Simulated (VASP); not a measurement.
```yaml
crystal:
  lattice:
    - [0.00000, 2.03879, 2.03879]
    - [2.03879, 0.00000, 2.03879]
    - [2.03879, 2.03879, 0.00000]
  atoms:
    - { symbol: Ag, position: [0.00000, 0.00000, 0.00000] }
```

Computed with r2SCAN+rVV10, VASP's PBE PAW potentials (set 64) (plane waves; VASP). Settings: 400 eV cut-off, 17×17×17 Γ-centred mesh, tetrahedra with Blöchl corrections, potentials Ag.

Task: Estimate the energy per atom (σ→0), band gap (over mesh and band path) with the smallest direct gap where there is one.

Result: 
```json
{
  "band gap (over mesh and band path)": "none (metal, semimetal or under 0.01 eV)",
  "energy per atom (σ→0)": "-21.036 eV/atom"
}
```

The structure comes from a measured Ag entry (Fm-3m) of the Crystallography Open Database, whose conditions weren't checked. It was relaxed first.
